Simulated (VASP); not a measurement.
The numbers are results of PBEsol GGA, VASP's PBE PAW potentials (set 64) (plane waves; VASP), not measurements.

The input files of a VASP run:

**POSCAR**
```
HfN
1.0
  0.0000000000   2.2452352556   2.2452352556
  2.2452352556   0.0000000000   2.2452352556
  2.2452352556   2.2452352556   0.0000000000
Hf N
1 1
Cartesian
  0.0000000000   0.0000000000   0.0000000000
  2.2452352556   2.2452352556   2.2452352556
```

File KPOINTS:
```
Automatic mesh
0
Gamma
13 13 13
0 0 0
```

**INCAR**
```
SYSTEM = HfN
PREC = Accurate; ENCUT = 650; LREAL = F
LASPH = T
EDIFF = 1E-7; NELM = 100; ALGO = Normal
LMAXMIX = 6
ISMEAR = 1; SIGMA = 0.1
GGA = PS
IBRION = 6; NSW = 1; ISIF = 3
POTIM = 0.015; NFREE = 2
LWAVE = F; LCHARG = F
```

POTCAR, in this order: Hf_pv N (PBE.64 set). Program: vasp_std.

What VASP printed:

File OUTCAR:
```
 ion  position               nearest neighbor table
   1  0.000  0.000  0.000-   2 2.25   2 2.25   2 2.25   2 2.25   2 2.25   2 2.25
   2  0.500  0.500  0.500-   1 2.25   1 2.25   1 2.25   1 2.25   1 2.25   1 2.25
  LATTYP: Found a face centered cubic cell.
 ALAT       =     4.4904705112
 Subroutine PRICEL returns:
 Original cell was already a primitive cell.
 Subroutine GETGRP returns: Found 48 space group operations
The static configuration has the point symmetry O_h .
The dynamic configuration has the point symmetry O_h .
 Subroutine INISYM returns: Found 48 space group operations
 Subroutine IBZKPT returns following result:
 Found     84 irreducible k-points:

 Following reciprocal coordinates:
            Coordinates               Weight
  0.000000  0.000000  0.000000      1.000000
  0.076923  0.000000  0.000000      8.000000
  0.153846  0.000000  0.000000      8.000000
  0.230769  0.000000  0.000000      8.000000
  0.307692  0.000000  0.000000      8.000000
  0.384615  0.000000  0.000000      8.000000
  0.461538  0.000000  0.000000      8.000000
  0.076923  0.076923  0.000000      6.000000
  0.153846  0.076923  0.000000     24.000000
...
```

### OSZICAR
```
...
DAV:   6    -0.229945562435E+02    0.15269E-05   -0.47288E-06 17978   0.237E-02    0.107E-02
DAV:   7    -0.229945561639E+02    0.79666E-07   -0.24051E-07 12904   0.545E-03
   8 F= -.22994556E+02 E0= -.22994560E+02  d E =0.116682E-04
       N       E                     dE             d eps       ncg     rms          rms(c)
DAV:   1    -0.230075694284E+02   -0.13013E-01   -0.88616E-01 14289   0.871E+00    0.853E-01
DAV:   2    -0.229988464576E+02    0.87230E-02   -0.13073E-02 16960   0.108E+00    0.448E-01
DAV:   3    -0.229945463678E+02    0.43001E-02   -0.44920E-03 17377   0.724E-01    0.142E-01
DAV:   4    -0.229945574719E+02   -0.11104E-04   -0.35142E-04 16019   0.181E-01    0.100E-01
DAV:   5    -0.229945562831E+02    0.11889E-05   -0.77442E-06 16727   0.291E-02    0.254E-02
DAV:   6    -0.229945562323E+02    0.50750E-07   -0.54718E-07 17503   0.827E-03
   9 F= -.22994556E+02 E0= -.22994560E+02  d E =0.114929E-04
       N       E                     dE             d eps       ncg     rms          rms(c)
DAV:   1    -0.229895764174E+02    0.49799E-02   -0.85811E-01 14420   0.852E+00    0.599E-01
DAV:   2    -0.229900157170E+02   -0.43930E-03   -0.11258E-02 17473   0.986E-01    0.314E-01
DAV:   3    -0.229926039019E+02   -0.25882E-02   -0.18589E-03 18327   0.473E-01    0.102E-01
DAV:   4    -0.229939337646E+02   -0.13299E-02   -0.24451E-04 17978   0.160E-01    0.634E-02
DAV:   5    -0.229944439932E+02   -0.51023E-03   -0.16818E-05 17960   0.426E-02    0.833E-03
DAV:   6    -0.229945333933E+02   -0.89400E-04   -0.10889E-06 17239   0.107E-02    0.377E-03
DAV:   7    -0.229945501801E+02   -0.16787E-04   -0.64944E-08  9253   0.264E-03    0.635E-04
DAV:   8    -0.229945544729E+02   -0.42928E-05   -0.87936E-09  8024   0.980E-04    0.118E-04
DAV:   9    -0.229945562145E+02   -0.17416E-05   -0.17615E-09  7604   0.408E-04    0.404E-05
DAV:  10    -0.229945562500E+02   -0.35457E-07   -0.56284E-10  7406   0.183E-04
  10 F= -.22994556E+02 E0= -.22994560E+02  d E =0.116005E-04
       N       E                     dE             d eps       ncg     rms          rms(c)
DAV:   1    -0.230077711365E+02   -0.13215E-01   -0.86702E-01 13837   0.872E+00    0.862E-01
DAV:   2    -0.229988640960E+02    0.89070E-02   -0.10857E-02 16308   0.106E+00    0.450E-01
DAV:   3    -0.229945545122E+02    0.43096E-02   -0.43880E-03 17433   0.709E-01    0.141E-01
DAV:   4    -0.229945573902E+02   -0.28781E-05   -0.33696E-04 16069   0.178E-01    0.104E-01
DAV:   5    -0.229945564324E+02    0.95783E-06   -0.94364E-06 16569   0.320E-02    0.102E-02
DAV:   6    -0.229945561892E+02    0.24324E-06   -0.71325E-07 17346   0.923E-03    0.298E-03
DAV:   7    -0.229945561687E+02    0.20438E-07   -0.66562E-08  9285   0.265E-03
  11 F= -.22994556E+02 E0= -.22994560E+02  d E =0.116076E-04
       N       E                     dE             d eps       ncg     rms          rms(c)
DAV:   1    -0.230013235045E+02   -0.67673E-02   -0.78802E-01 14320   0.820E+00    0.601E-01
DAV:   2    -0.229974098068E+02    0.39137E-02   -0.89057E-03 16962   0.946E-01    0.318E-01
DAV:   3    -0.229948028098E+02    0.26070E-02   -0.17165E-03 18726   0.465E-01    0.101E-01
DAV:   4    -0.229945917523E+02    0.21106E-03   -0.28148E-04 18266   0.175E-01    0.522E-02
DAV:   5    -0.229945578832E+02    0.33869E-04   -0.21320E-05 17999   0.463E-02    0.331E-03
DAV:   6    -0.229945569701E+02    0.91309E-06   -0.90099E-07 15980   0.989E-03    0.127E-03
DAV:   7    -0.229945564915E+02    0.47860E-06   -0.44892E-08  9238   0.218E-03    0.439E-04
DAV:   8    -0.229945561316E+02    0.35990E-06   -0.14662E-08  8163   0.115E-03    0.155E-04
DAV:   9    -0.229945561481E+02   -0.16510E-07   -0.30966E-09  7631   0.533E-04
  12 F= -.22994556E+02 E0= -.22994560E+02  d E =0.115977E-04
       N       E                     dE             d eps       ncg     rms          rms(c)
DAV:   1    -0.230077460042E+02   -0.13190E-01   -0.89197E-01 13924   0.887E+00    0.865E-01
DAV:   2    -0.229988570063E+02    0.88890E-02   -0.11308E-02 16302   0.108E+00    0.451E-01
DAV:   3    -0.229945559595E+02    0.43010E-02   -0.43800E-03 17480   0.705E-01    0.143E-01
DAV:   4    -0.229945573490E+02   -0.13896E-05   -0.33923E-04 16174   0.177E-01    0.104E-01
DAV:   5    -0.229945564874E+02    0.86156E-06   -0.94321E-06 16751   0.325E-02    0.471E-03
DAV:   6    -0.229945561760E+02    0.31149E-06   -0.94098E-07 17228   0.100E-02    0.548E-03
DAV:   7    -0.229945561710E+02    0.49042E-08   -0.42806E-08  9120   0.237E-03
  13 F= -.22994556E+02 E0= -.22994560E+02  d E =0.116090E-04
       N       E                     dE             d eps       ncg     rms          rms(c)
DAV:   1    -0.229930238845E+02    0.15323E-02   -0.11299E+00  4318   0.109E+01    0.802E-01
DAV:   2    -0.229950473817E+02   -0.20235E-02   -0.35525E-02  5471   0.192E+00    0.404E-01
DAV:   3    -0.229947634415E+02    0.28394E-03   -0.87593E-04  5820   0.340E-01    0.109E-01
DAV:   4    -0.229950553587E+02   -0.29192E-03   -0.21073E-04  5911   0.157E-01    0.195E-02
DAV:   5    -0.229951078706E+02   -0.52512E-04   -0.11825E-05  5278   0.346E-02    0.597E-03
DAV:   6    -0.229951235233E+02   -0.15653E-04   -0.56696E-07  6024   0.769E-03    0.178E-03
DAV:   7    -0.229951297553E+02   -0.62320E-05   -0.47386E-08  3083   0.238E-03    0.450E-04
DAV:   8    -0.229951314879E+02   -0.17326E-05   -0.13957E-08  2864   0.119E-03    0.206E-04
DAV:   9    -0.229951318016E+02   -0.31372E-06   -0.27357E-09  2663   0.574E-04    0.732E-05
DAV:  10    -0.229951318196E+02   -0.17996E-07   -0.46761E-10  2630   0.205E-04
  14 F= -.22995132E+02 E0= -.22995021E+02  d E =-.330984E-03
       N       E                     dE             d eps       ncg     rms          rms(c)
DAV:   1    -0.229891381600E+02    0.59936E-02   -0.21403E+00  4312   0.148E+01    0.137E+00
DAV:   2    -0.229951153099E+02   -0.59771E-02   -0.65012E-02  5162   0.262E+00    0.704E-01
DAV:   3    -0.229951300890E+02   -0.14779E-04   -0.51979E-04  5783   0.228E-01    0.216E-01
DAV:   4    -0.229951323086E+02   -0.22196E-05   -0.29768E-05  5520   0.513E-02    0.132E-02
DAV:   5    -0.229951319151E+02    0.39346E-06   -0.13101E-06  5597   0.109E-02    0.477E-03
DAV:   6    -0.229951318632E+02    0.51928E-07   -0.47000E-07  5398   0.579E-03
  15 F= -.22995132E+02 E0= -.22995022E+02  d E =-.330991E-03
       N       E                     dE             d eps       ncg     rms          rms(c)
DAV:   1    -0.229919935028E+02    0.31384E-02   -0.15970E+00  4312   0.133E+01    0.172E-01
DAV:   2    -0.229952389139E+02   -0.32454E-02   -0.36382E-02  5032   0.208E+00    0.834E-02
DAV:   3    -0.229951566179E+02    0.82296E-04   -0.32165E-04  5743   0.195E-01    0.553E-02
DAV:   4    -0.229951316312E+02    0.24987E-04   -0.83681E-05  5355   0.873E-02    0.179E-02
DAV:   5    -0.229951322545E+02   -0.62329E-06   -0.97676E-06  5170   0.298E-02    0.618E-03
DAV:   6    -0.229951321510E+02    0.10349E-06   -0.22478E-07  4824   0.526E-03    0.374E-03
DAV:   7    -0.229951321206E+02    0.30420E-07   -0.56182E-08  2900   0.246E-03
  16 F= -.22995132E+02 E0= -.22995022E+02  d E =-.330984E-03
       N       E                     dE             d eps       ncg     rms          rms(c)
DAV:   1    -0.229941377410E+02    0.99441E-03   -0.26992E+00  4324   0.131E+01    0.142E+00
DAV:   2    -0.229956173914E+02   -0.14797E-02   -0.26524E-02  5435   0.138E+00    0.747E-01
DAV:   3    -0.229951297608E+02    0.48763E-03   -0.16243E-03  5544   0.378E-01    0.201E-01
DAV:   4    -0.229951362014E+02   -0.64407E-05   -0.23446E-04  5356   0.137E-01    0.510E-02
DAV:   5    -0.229951332632E+02    0.29382E-05   -0.76770E-06  5139   0.304E-02    0.169E-02
DAV:   6    -0.229951321091E+02    0.11541E-05   -0.29291E-06  5500   0.159E-02    0.265E-03
DAV:   7    -0.229951321246E+02   -0.15482E-07   -0.52487E-07  4510   0.606E-03
  17 F= -.22995132E+02 E0= -.22995022E+02  d E =-.330982E-03
```

OUTCAR:
```
------------------------ aborting loop because EDIFF is reached ----------------------------------------
  FORCE on cell =-STRESS in cart. coord.  units (eV):
  Direction    XX          YY          ZZ          XY          YZ          ZX
  --------------------------------------------------------------------------------------
  Total       -0.0160143     -0.0287019     -0.0287019      0.0000000      0.0000000      0.0000000
  in kB       -1.1334504     -2.0314467     -2.0314467      0.0000000      0.0000000      0.0000000
  external PRESSURE =      -1.7321146 kB  Pullay stress =       0.0000000 kB
  volume of cell :       22.64
      direct lattice vectors                 reciprocal lattice vectors
     0.000000000  2.245235256  2.245235256    -0.222693813  0.222693813  0.222693813
     2.245235256  0.000000000  2.245235256     0.222693813 -0.222693813  0.222693813
     2.245235256  2.245235256  0.000000000     0.222693813  0.222693813 -0.222693813
 POSITION                                       TOTAL-FORCE (eV/Angst)
 -----------------------------------------------------------------------------------
      0.00000      0.00000      0.00000        -0.192971      0.000000      0.000000
      2.23024      2.24524      2.24524         0.192971      0.000000      0.000000
 -----------------------------------------------------------------------------------
    total drift:                               -0.000091     -0.000000     -0.000000
  FREE ENERGIE OF THE ION-ELECTRON SYSTEM (eV)
  ---------------------------------------------------
  free  energy   TOTEN  =       -22.9951321246 eV

  energy  without entropy=      -22.9948011425  energy(sigma->0) =      -22.99502180

   1 f  =   15.561267 THz    97.774322 2PiTHz  519.067981 cm-1    64.356199 meV
             X         Y         Z           dx          dy          dz
      0.000000  0.000000  0.000000     0.269584   -0.000000   -0.000000
      2.245235  2.245235  2.245235    -0.962977   -0.000000   -0.000000

   2 f  =   15.561267 THz    97.774322 2PiTHz  519.067981 cm-1    64.356199 meV
             X         Y         Z           dx          dy          dz
      0.000000  0.000000  0.000000     0.000000   -0.269584   -0.000000
      2.245235  2.245235  2.245235     0.000000    0.962977   -0.000000

   3 f  =   15.561267 THz    97.774322 2PiTHz  519.067981 cm-1    64.356199 meV
             X         Y         Z           dx          dy          dz
      0.000000  0.000000  0.000000     0.000000    0.000000   -0.269584
      2.245235  2.245235  2.245235     0.000000    0.000000    0.962977

   4 f/i=    0.001813 THz     0.011394 2PiTHz    0.060487 cm-1     0.007499 meV
             X         Y         Z           dx          dy          dz
      0.000000  0.000000  0.000000    -0.667845   -0.657539    0.221247
      2.245235  2.245235  2.245235    -0.186962   -0.184077    0.061938

   5 f/i=    0.001813 THz     0.011394 2PiTHz    0.060487 cm-1     0.007499 meV
             X         Y         Z           dx          dy          dz
      0.000000  0.000000  0.000000     0.657507   -0.697873   -0.089338
      2.245235  2.245235  2.245235     0.184068   -0.195368   -0.025010

   6 f/i=    0.001813 THz     0.011394 2PiTHz    0.060487 cm-1     0.007499 meV
             X         Y         Z           dx          dy          dz
      0.000000  0.000000  0.000000     0.221341    0.089106    0.932949
      2.245235  2.245235  2.245235     0.061964    0.024945    0.261177

 ELASTIC MODULI CONTR FROM IONIC RELAXATION (kBar)
 Direction    XX          YY          ZZ          XY          YZ          ZX
 --------------------------------------------------------------------------------
 XX           0.0000      0.0000      0.0000      0.0000      0.0000      0.0000
 YY           0.0000      0.0000      0.0000      0.0000      0.0000      0.0000
 ZZ           0.0000      0.0000      0.0000      0.0000      0.0000      0.0000
 XY           0.0000      0.0000      0.0000      0.0000      0.0000      0.0000
 YZ           0.0000      0.0000      0.0000      0.0000      0.0000      0.0000
 ZX           0.0000      0.0000      0.0000      0.0000      0.0000      0.0000
 --------------------------------------------------------------------------------

 TOTAL ELASTIC MODULI (kBar)
 Direction    XX          YY          ZZ          XY          YZ          ZX
 --------------------------------------------------------------------------------
 XX        6556.7596   1115.7050   1115.7050     -0.0000     -0.0000      0.0000
 YY        1115.7050   6556.7596   1115.7050     -0.0000     -0.0000      0.0000
 ZZ        1115.7050   1115.7050   6556.7596     -0.0000     -0.0000      0.0000
 XY          -0.0000     -0.0000     -0.0000   1302.4933      0.0000     -0.0000
 YZ          -0.0000     -0.0000     -0.0000      0.0000   1302.4933      0.0000
 ZX           0.0000      0.0000      0.0000     -0.0000      0.0000   1302.4933
 --------------------------------------------------------------------------------
```
(Selected blocks of OUTCAR.)

Finite-difference elastic constants of metals are sensitive to mesh and smearing; shear constants can be off by tens of GPa.

The compound is HfN in the rock salt structure. It was relaxed first. The electron count is odd and the run is not spin-polarised, which forces a metal.
